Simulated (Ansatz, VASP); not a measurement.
## BaTiO3 in two plane-wave programs

One calculation is typed for both programs; each brings its own data sets and cutoff. How far apart do they land? The cell is taken from a series of runs on this material, whose earlier steps may have relaxed, scaled, displaced or heated it; both programs get it as it stands.

Main program and level: Ansatz 0.2.0; plane waves, with VASP 6.6.1 beside it; single point at PBE and single point at PBE, spin-orbit coupling.

### 1. Starting point

The structure is tetragonal, space group P4mm (No. 99). The conventional cell has a = 4.000 Å, b = 4.000 Å, c = 4.018 Å, α = 90.00°, β = 90.00°, γ = 90.00°. Nearest to Ba lie 12 O at 2.79 to 2.88 Å. Nearest to Ti lie 6 O at 1.89 to 2.13 Å. Nearest to O lie 2 Ti at 1.89 to 2.13 Å and 4 Ba at 2.83 Å. Nearest to O lie 2 Ti at 2.00 Å and 4 Ba at 2.79 to 2.88 Å. Farther neighbours and most contacts between anions are not listed.

### 2. VASP: single point, PBE

A single point gives forces, pressure and levels at one fixed geometry, so differences don't come from the geometry; what else differs is listed under the comparison.

Lines of VASP's logs that name or quote its potential files are left out, and so is its time.

Input file INCAR:

```
SYSTEM = BaTiO3
PREC = Accurate
ENCUT = 520
EDIFF = 1E-06
NELM = 100
ISMEAR = 0
SIGMA = 0.01
LREAL = .FALSE.
ALGO = Normal
GGA = PE
NBANDS = 26
LASPH = .TRUE.
LORBIT = 11
LWAVE = .FALSE.
LCHARG = .FALSE.
KPAR = 2
ISIF = 2
```

Input file POSCAR:

```
BaTiO3
1.0
    3.9998000000      0.0000000000      0.0000000000
    0.0000000000      3.9998000000      0.0000000000
    0.0000000000      0.0000000000      4.0180000000
Ba Ti O
1 1 3
Direct
    0.0000000000      0.0000000000      0.0000000000
    0.5000000000      0.5000000000      0.4900000000
    0.5000000000      0.5000000000      0.0190000000
    0.5000000000      0.0000000000      0.5170000000
    0.0000000000      0.5000000000      0.5170000000
```

Input file KPOINTS:

```
Automatic mesh
0
Gamma
4 4 4
0 0 0
```

Potentials, in the order of the species: Ba_sv, Ti_sv and O (PBE family, release 64).

On the command line:

```console
$ mpirun -np 2 vasp_std
```

Numbers of over 12 decimals in the logs are rounded to 6 here.

Log:

```text
[banner, memory and clock lines left out]
running    2 mpi-ranks, on    1 nodes
 distrk:  each k-point on    1 cores,    2 groups
 distr:  one band on    1 cores,    1 groups

 POSCAR found type information on POSCAR BaTiO
 POSCAR found :  3 types and       5 ions
 LDA part: xc-table for (Slater+PW92), standard interpolation
 POSCAR, INCAR and KPOINTS ok, starting setup
 FFT: planning ... GRIDC
 FFT: planning ... GRID_SOFT
 FFT: planning ... GRID
 WAVECAR not read
 entering main loop
       N       E                     dE             d eps       ncg     rms          rms(c)
DAV:   1     0.439173070437E+03    0.43917E+03   -0.21169E+04   936   0.166E+03
DAV:   2    -0.896195206012E+01   -0.44814E+03   -0.43256E+03  1144   0.452E+02
DAV:   3    -0.490774419232E+02   -0.40115E+02   -0.39919E+02  1370   0.136E+02
DAV:   4    -0.508307135722E+02   -0.17533E+01   -0.17511E+01  1374   0.243E+01
DAV:   5    -0.508925842805E+02   -0.61871E-01   -0.61864E-01  1336   0.328E+00    0.231E+01
DAV:   6    -0.401611329616E+02    0.10731E+02   -0.66042E+01  1340   0.714E+01    0.995E+00
DAV:   7    -0.401234132074E+02    0.37720E-01   -0.10654E+01  1172   0.240E+01    0.660E+00
DAV:   8    -0.399553458331E+02    0.16807E+00   -0.88477E-01  1212   0.853E+00    0.303E+00
DAV:   9    -0.399863801605E+02   -0.31034E-01   -0.26578E-01  1288   0.394E+00    0.124E+00
DAV:  10    -0.399736297001E+02    0.12750E-01   -0.67116E-02  1138   0.279E+00    0.442E-01
DAV:  11    -0.399721070038E+02    0.15227E-02   -0.72704E-03  1346   0.721E-01    0.842E-02
DAV:  12    -0.399720937206E+02    0.13283E-04   -0.42620E-04  1136   0.151E-01    0.352E-02
DAV:  13    -0.399720704195E+02    0.23301E-04   -0.17778E-04  1140   0.138E-01    0.134E-02
DAV:  14    -0.399720723504E+02   -0.19309E-05   -0.29129E-05  1488   0.427E-02    0.726E-03
DAV:  15    -0.399720732464E+02   -0.89598E-06   -0.31991E-06   844   0.134E-02
   1 F= -.39972073E+02 E0= -.39972073E+02  d E =-.440473-158
```

From OUTCAR (step 2):

```text
ion  position               nearest neighbor table
   1  0.000  0.000  0.000-   4 2.79   5 2.79   5 2.79   4 2.79   3 2.83   3 2.83   3 2.83   3 2.83
                             4 2.88   5 2.88   5 2.88   4 2.88   2 3.45   2 3.45   2 3.45   2 3.45
   2  0.500  0.500  0.490-   3 1.89   4 2.00   5 2.00   4 2.00   5 2.00   3 2.13   1 3.45   1 3.45
                             1 3.45   1 3.45   1 3.49   1 3.49   1 3.49   1 3.49
   3  0.500  0.500  0.019-   2 1.89   2 2.13   1 2.83   1 2.83   1 2.83   1 2.83
   4  0.500  0.000  0.517-   2 2.00   2 2.00   1 2.79   1 2.79   1 2.88   1 2.88
   5  0.000  0.500  0.517-   2 2.00   2 2.00   1 2.79   1 2.79   1 2.88   1 2.88

  LATTYP: Found a simple tetragonal cell.
 ALAT       =     3.9998000000
 C/A-ratio  =     1.0045502275

 Subroutine GETGRP returns: Found  8 space group operations
 (whereof  8 operations were pure point group operations)

The static configuration has the point symmetry C_4v.

 Found     18 irreducible k-points:

   k-points           NKPTS =     18   k-points in BZ     NKDIM =     18   number of bands    NBANDS=     26

   dimension x,y,z NGX =    30 NGY =   30 NGZ =   30
   dimension x,y,z NGXF=    60 NGYF=   60 NGZF=   60

   ENCUT  =  520.0 eV  38.22 Ry    6.18 a.u.   7.44  7.44  7.47*2*pi/ulx,y,z

   NELECT =      40.0000    total number of electrons

 k-points in reciprocal lattice and weights: Automatic mesh
   0.00000000  0.00000000  0.00000000       0.016
   0.25000000  0.00000000  0.00000000       0.062
   0.50000000  0.00000000  0.00000000       0.031
   0.25000000  0.25000000  0.00000000       0.062
   0.50000000  0.25000000  0.00000000       0.062
   0.50000000  0.50000000  0.00000000       0.016
   0.00000000  0.00000000  0.25000000       0.031
   0.25000000  0.00000000  0.25000000       0.125
   0.50000000  0.00000000  0.25000000       0.062
[...]
0.50000000  0.25000000  0.50000000       0.062
   0.50000000  0.50000000  0.50000000       0.016

 average (electrostatic) potential at core
       1 -32.8626       2 -76.9363       3 -69.7629       4 -69.6512       5 -69.6512

 E-fermi :   4.0383

 k-point     1 :       0.0000    0.0000    0.0000
  band No.  band energies     occupation
    ...
     16       2.6215      2.00000
     17       2.7138      2.00000
     18       3.5436      2.00000
     19       3.5586      2.00000
     20       3.5586      2.00000
     21       5.6101      0.00000
     22       5.8275      0.00000
     23       5.8275      0.00000
     24       7.8004      0.00000
     25       7.8984      0.00000
    ...

 k-point     2 :       0.2500    0.0000    0.0000
  band No.  band energies     occupation
    ...
     16       2.2038      2.00000
     17       2.3108      2.00000
     18       2.6092      2.00000
     19       3.1758      2.00000
     20       3.2731      2.00000
     21       5.8886      0.00000
     22       6.5628      0.00000
     23       6.5781      0.00000
     24       7.8732      0.00000
     25       8.9938      0.00000
    ...

 k-point     3 :       0.5000    0.0000    0.0000
  band No.  band energies     occupation
    ...
     16       1.9046      2.00000
     17       2.0157      2.00000
     18       2.1158      2.00000
     19       2.9049      2.00000
     20       3.0077      2.00000
     21       5.9618      0.00000
     22       7.3247      0.00000
     23       7.3606      0.00000
     24       7.8616      0.00000
     25       9.6957      0.00000
    ...

  Total        1.5783479      1.5783479      1.9771737      0.0000000      0.0000000      0.0000000
  in kB       39.3393186     39.3393186     49.2797975      0.0000000      0.0000000      0.0000000
  external PRESSURE =      42.6528116 kB  Pullay stress =       0.0000000 kB

  energy-cutoff  :      520.00
  volume of cell :       64.28
      direct lattice vectors                 reciprocal lattice vectors
     3.999800000  0.000000000  0.000000000     0.250012501  0.000000000  0.000000000
     0.000000000  3.999800000  0.000000000     0.000000000  0.250012501  0.000000000
     0.000000000  0.000000000  4.018000000     0.000000000  0.000000000  0.248880040

 POSITION                                       TOTAL-FORCE (eV/Angst)
 -----------------------------------------------------------------------------------
      0.00000      0.00000      0.00000        -0.000000      0.000000      0.071992
      1.99990      1.99990      1.96882         0.000000     -0.000000     -0.200583
      1.99990      1.99990      0.07634         0.000000      0.000000      0.306024
      1.99990      0.00000      2.07731         0.000000      0.000000     -0.088717
      0.00000      1.99990      2.07731         0.000000      0.000000     -0.088717
 -----------------------------------------------------------------------------------
    total drift:                                0.000000      0.000000     -0.000033

  FREE ENERGIE OF THE ION-ELECTRON SYSTEM (eV)
  ---------------------------------------------------
  free  energy   TOTEN  =       -39.9720732464 eV

  energy  without entropy=      -39.9720732464  energy(sigma->0) =      -39.97207325

 total charge
# of ion       s       p       d       tot
------------------------------------------
    1        2.008   5.652   0.330   7.990
    2        2.212   6.270   1.719  10.201
    3        1.566   3.469   0.000   5.035
    4        1.563   3.468   0.000   5.032
    5        1.563   3.468   0.000   5.032
--------------------------------------------------
tot          8.913  22.328   2.049  33.290

[... 3 further parts left out ...]
```

This run has no spin polarisation, so a moment on Ti, if there is one, isn't seen. Harder data sets than Ba_sv exist (the GW ones), and pressures, volumes and forces can shift noticeably with them.

### 3. Ansatz: single point, PBE

Ansatz runs on its default PAW (the set named soft_2) files.

The same cell, functional, mesh and smearing now go to Ansatz, which takes its cutoff from its data sets.

Input file input.yaml:

```yaml
crystal:
  lattice:
    - [3.9998, 0.0, 0.0]
    - [0.0, 3.9998, 0.0]
    - [0.0, 0.0, 4.018]
  atoms:
    - { symbol: Ba, position: [0.0, 0.0, 0.0] }
    - { symbol: Ti, position: [0.5, 0.5, 0.49] }
    - { symbol: O, position: [0.5, 0.5, 0.019] }
    - { symbol: O, position: [0.5, 0.0, 0.517] }
    - { symbol: O, position: [0.0, 0.5, 0.517] }
hamiltonian:
  xc: pbe
  pseudopotentials: { kind: paw }
kpoints:
  mp_grid: { grid: [4, 4, 4] }
scf:
  occupations: { method: gaussian, width: 0.01 }
  n_extra_bands: 5
output:
  forces: true
  stress: true
  eigenvalues: true
```

On the command line:

```console
$ ansatz run input.yaml --threads 2 --pin off --max-ram 4608MiB --backend cpu --events-out ev --progress --plain --runs-dir out
```

Log:

```text
scf.n_extra_bands = 5 over 20 filled bands (N_el = 40.0): the run solves 25 bands
Engine: ansatz 0.2.0, aarch64-unknown-linux-gnu
Pseudopotentials: kind: paw
Pseudopotential: Ba, paw, valence charge 10, recommended cutoff 420 eV (normal), Ba.paw.azcp
Pseudopotential: Ti, paw, valence charge 12, recommended cutoff 420 eV (normal), Ti.paw.azcp
Pseudopotential: O, paw, valence charge 6, recommended cutoff 420 eV (normal), O.paw.azcp
Functional definition: PBE
  parameter kappa = 0.804
  parameter beta = 0.066725
  exchange = pbe_x(kappa = kappa, mu = beta*pi^2/3)
  correlation = pbe_c(beta = beta)
Crystal: 5 atoms, lattice volume = 64.282 Å³
Basis set: ecut = 420 eV, 1237 PW (Γ), exchange–correlation on 54×54×54 points (8 copies of the dense FFT grid, shifted against one another)
Bands: 25, of which v1, the nominal top of the filled ones, is band 20 counted from 1 (19 counted from 0)
Symmetry: 8 space group operations
Space group: P4mm (ITA 99), of the structure as read, at distance tolerance 4.0e-5 Å
k-points: 18 of 64 (time reversal used)
Non-local potential: Ba, projectors of the file, l = 0: 3, l = 1: 2, l = 2: 2, l = 3: 2
Non-local potential: Ti, projectors of the file, l = 0: 3, l = 1: 2, l = 2: 3, l = 3: 1
Non-local potential: O, projectors of the file, l = 0: 2, l = 1: 2, l = 2: 1
PAW form: soft (Blöchl's): semilocal exchange-correlation on the pseudo side does not see the compensation charge
PAW one-centre angular grid: Ba, 194 points (default); XC on 64 Gauss nodes
PAW one-centre angular grid: Ti, 590 points (default); XC on 64 Gauss nodes
PAW one-centre angular grid: O, 110 points (default); XC on 64 Gauss nodes
Initial density: superposition of atomic densities (neutral atoms: chi_scale 0, normalization atom), corrected by the library's trained network
Initial wavefunctions: pseudopotential atomic-orbital guess
Functional: x = pbe(κ = 0.804, μ = 0.219515), c = pbe(β = 0.066725)
SCF iter   1: F=—  HF=-10159.568182 eV  |F-HF|=—  |Δ(HF+E_count)|=         —  Δρ=1.29e-3  dr2=4.91e-4  ethr=1.77e-3  ⟨swp⟩=6.6  Hψ=2277  notcnv=0
preconditioner: auto → Resta (q_TF=auto, 2.521 Å⁻¹)  ε∞=5.9  [insulator: Δε(μ)=1.818 eV  Ē_g=11.887 eV  σ=0.010 eV  W_gap=1.00  n_scr=18 (ndim 8)  ℏωp=26.2 eV  f_vac=0.000  D(μ)=0.00/eV (n_scr^D=0)  ε∞_Penn≈5.9]
SCF iter   2: F=—  HF=-10159.568526 eV  |F-HF|=—  |Δ(HF+E_count)|=   3.44e-4  Δρ=6.29e-4  dr2=1.16e-4  ethr=1.23e-6  ⟨swp⟩=2.1  Hψ=1016  notcnv=0  defer=13
SCF iter   3: F=—  HF=-10159.568687 eV  |F-HF|=—  |Δ(HF+E_count)|=   1.61e-4  Δρ=1.01e-4  dr2=9.75e-6  ethr=2.90e-7  ⟨swp⟩=2.1  Hψ=689  notcnv=0  defer=13
SCF iter   4: F=—  HF=-10159.567955 eV  |F-HF|=—  |Δ(HF+E_count)|=   7.32e-4  Δρ=5.59e-5  dr2=2.89e-6  ethr=2.44e-8  ⟨swp⟩=2.0  Hψ=832  notcnv=0  defer=13
SCF iter   5: F=—  HF=-10159.567955 eV  |F-HF|=—  |Δ(HF+E_count)|=   2.19e-7  Δρ=1.70e-5  dr2=1.09e-7  ethr=7.23e-9  ⟨swp⟩=2.7  Hψ=742  notcnv=0  defer=13
SCF iter   6: F=-10159.567955 eV  HF=-10159.567955 eV  |F-HF|=4.04e-10  |Δ(HF+E_count)|=   5.50e-8  Δρ=5.27e-6  dr2=9.84e-9  ethr=2.50e-10  ⟨swp⟩=8.4  Hψ=2071  notcnv=0
SCF 1 converged in 6 iterations: F = -10159.567955 eV  dr2 = 9.84e-9
  greatest PAW one-centre occupation: 0.999 electrons in one spin orbital (limit 2), on the Ti atom at site 1 (counted from 0), in its partial waves of l = 0
SCF converged after 6 iterations
Free energy (F): -10159.567955 eV
Harris-Foulkes:  -10159.567955 eV  (|F-HF|=4.04e-10)
Internal energy: -10159.567955 eV  (E = F + TS)
E sigma→0 (E₀):  -10159.567955 eV
Fermi energy:    11.217300 eV
--- Per-component energies (eV) ---
  E_band       = -141.323604
  E_kinetic    = 970.192599
  E_local      = -2101.805135  (includes V_loc(G=0)·N_el)
  E_nonlocal   = 203.543626
  E_hartree    = 820.955380
  E_xc         = -491.540447
  E_vxc        = -546.236596  (∫ρ·V_xc dr)
  E_paw        = -6744.543457  (= ΣΔE_a)
  E_vpaw       = -308.938068  (= ΣTr[D̂ρ^β])
  E_aug_tail   = 0.007417  (compensation charges beyond the density's cutoff)
  E_ewald      = -2816.377938
  E_smearing   = -0.000000  (= −TS)
  E_closure    = -0.000000  (closes the sum)
  Σ components = -10159.567955   (vs F -10159.567955, Δ=0.00e0)
--- Forces (eV/Å), atoms counted from 1 ---
  atom   1  Ba     0.00000000     0.00000000     0.03839440
  atom   2  Ti    -0.00000000     0.00000000    -0.23218666
  atom   3  O      0.00000000     0.00000000     0.34143604
  atom   4  O     -0.00000000     0.00000000    -0.07382410
  atom   5  O     -0.00000000    -0.00000000    -0.07382410
  max |Σ_I F_I| component: 4.43e-6 eV/Å
--- Stress (GPa, compression-positive) ---
        2.136147       0.000000       0.000000
        0.000000       2.136147       0.000000
        0.000000       0.000000       3.075302
  P = ⅓ Tr σ = 2.4492 GPa (24.492 kbar)
--- Band table (eV; the first three rows and the last of 18) ---
  k-point 0: bands = [... 16 lower, 9.1502, 10.0379, 10.0517, 10.0517, 12.1311, 12.3433, 12.3433, 14.3225, ... 1 higher]
  k-point 1: bands = [... 16 lower, 8.7498, 9.0642, 9.8278, 9.8278, 12.1932, 13.1709, 13.1709, 14.3216, ... 1 higher]
  k-point 2: bands = [... 16 lower, 8.4066, 8.4115, 9.6386, 9.6386, 12.2578, 13.8882, 13.8882, 14.3225, ... 1 higher]
  k-point 17: bands = [... 16 lower, 7.9497, 10.2208, 10.2208, 10.3035, 14.5024, 14.5024, 14.5033, 16.9429, ... 1 higher]
```

The column dr2 measures how far the density is from self-consistency, as an energy; F and HF (Harris–Foulkes) agree once it is small.

The run ends at a pressure of 2.45 GPa, with forces up to 0.34 eV/Å.

### 4. Side by side

Known differences besides the potentials themselves: the cutoff is 420 eV in Ansatz and 520 eV in VASP. Total energies have different zeros and are not compared.

Both answers:

```csv
quantity,Ansatz,VASP,difference
pressure (GPa),2.45,4.27,-1.82
pressure without Ansatz's Pulay correction (GPa),1.91,4.27,-2.36
gap on the k mesh (eV),1.828,1.760,+0.067
```

Forces (eV/Å; atoms numbered as in POSCAR):

```csv
atom,"Ansatz x, y, z","VASP x, y, z"
Ba1,"0.000, 0.000, 0.038","0.000, 0.000, 0.072"
Ti2,"0.000, 0.000, -0.232","0.000, 0.000, -0.201"
O3,"0.000, 0.000, 0.341","0.000, 0.000, 0.306"
O4,"0.000, 0.000, -0.074","0.000, 0.000, -0.089"
O5,"0.000, 0.000, -0.074","0.000, 0.000, -0.089"
```

The forces differ by 16 meV/Å r.m.s., which is 15.7 % of the r.m.s. force of 0.10 eV/Å (both taken over all components). A gap on the mesh is an upper bound, since the band edges may lie between its points. Ansatz's pressure holds a Pulay correction of 0.54 GPa; VASP's holds none.

### 5. What the set-up changes

Further runs change the set-up of one program: Ansatz's method, potentials or start, or VASP's data sets, cutoff or form of LDA. The table gives Ansatz less VASP for each quantity, since a change that brings one quantity closer may part another.

```csv
run,r.m.s. force difference (meV/Å),pressure (GPa),gap on the k mesh (eV),pressure without Ansatz's Pulay correction (GPa)
as above,16,-1.8,0.067,-2.4
"VASP with the data sets Ba_sv, Ti_sv and O_h and a cutoff of 1230 eV",12,-1.6,0.061,-2.1
```

### 6. Ansatz: single point, PBE, spin-orbit coupling

With cell and atoms fixed, the geometry can't cause a difference; cores, projectors, grids and the points listed under the comparison can.

The cell is taken from a series of runs on this material, whose earlier steps may have relaxed, scaled, displaced or heated it; both programs get it as it stands.

Edit input.yaml of step 3 so:

```diff
@@ -13,3 +13,6 @@
   xc: pbe
-  pseudopotentials: { kind: paw }
+  pseudopotentials: { kind: paw_fr }
+magnetization:
+  noncollinear: true
+  spin_orbit: true
 kpoints:
@@ -18,3 +21,3 @@
   occupations: { method: gaussian, width: 0.01 }
-  n_extra_bands: 5
+  n_extra_bands: 10
 output:
```

Log:

```text
[...]
non-collinear run that drives no moment, with spin-orbit: no starting moment large enough to seed its density (crystal.atoms[].spin), no starting occupations that ask for one, no magnetisation constraint and no magnetic field, so the semilocal B_xc is pinned to zero
Crystal: 5 atoms, lattice volume = 64.282 Å³
[...]
k-point 1: bands = [... 36 lower, 9.7977, 9.7977, 9.8589, 9.8589, 12.1918, 12.1918, 13.1581, 13.1581, ... 6 higher]
  k-point 2: bands = [... 36 lower, 9.6186, 9.6186, 9.6556, 9.6556, 12.2564, 12.2564, 13.8743, 13.8743, ... 6 higher]
  k-point 17: bands = [... 36 lower, 10.2249, 10.2249, 10.3027, 10.3027, 14.4972, 14.4972, 14.4976, 14.4976, ... 6 higher]
[key lines of the parts left out:]
SCF converged after 10 iterations
Magnetization: |M| = 0.0000 μB,  M = (+0.0000, +0.0000, +0.0000) μB
Free energy (F): -10164.402491 eV
Fermi energy:    11.215837 eV
P = ⅓ Tr σ = 2.4493 GPa (24.493 kbar)
```

The run ends at a pressure of 2.45 GPa, with forces up to 0.34 eV/Å.

(Continued in part 2 of 2.)

[Lines on the potential files, build, host, timing and source positions are cut from VASP's logs without a mark.]

[Logs are printed without paths, hosts, clocks, repeated set-up lines and the standing remarks that a program may print on its own settings, such as how far it seeks lower states.]

[Hosts, paths, dates, database ids (printed as entryN), source tags and the programs' standing remarks are cut or masked in the printed files.]
